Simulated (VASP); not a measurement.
Here is the system:

```xyz
1
Lattice="0.0000 1.8793 1.9576 1.8793 0.0000 1.9576 1.8793 1.8793 0.0000" Properties=species:S:1:pos:R:3 pbc="T T T"
Pt     0.0000     0.0000     0.0000
```

Calculation: PBEsol GGA, VASP's PBE PAW potentials (set 64) (plane waves; VASP 6.6.1). Settings: 480 eV cut-off, 14×14×14 Γ-centred mesh, first-order Methfessel-Paxton smearing of 0.10 eV, potentials Pt.

Unless said otherwise, spin-orbit coupling is left out, though it shifts the bands of the heavy elements here.

Problem. What does the run give for the energy per atom (σ→0), pressure, band gap (on the k-mesh) with the smallest direct gap where there is one?

Solution. 
| Quantity | Result |
|---|---|
| band gap (on the k-mesh) | none (metal, semimetal or under 0.01 eV) |
| energy per atom (σ→0) | -6.862 eV/atom |
| pressure | 29.84 GPa |

The absolute energy has meaning only against runs of the same code, potentials and settings.

The compound is Pt in the fcc structure. This cell was strained or had an atom moved on purpose.
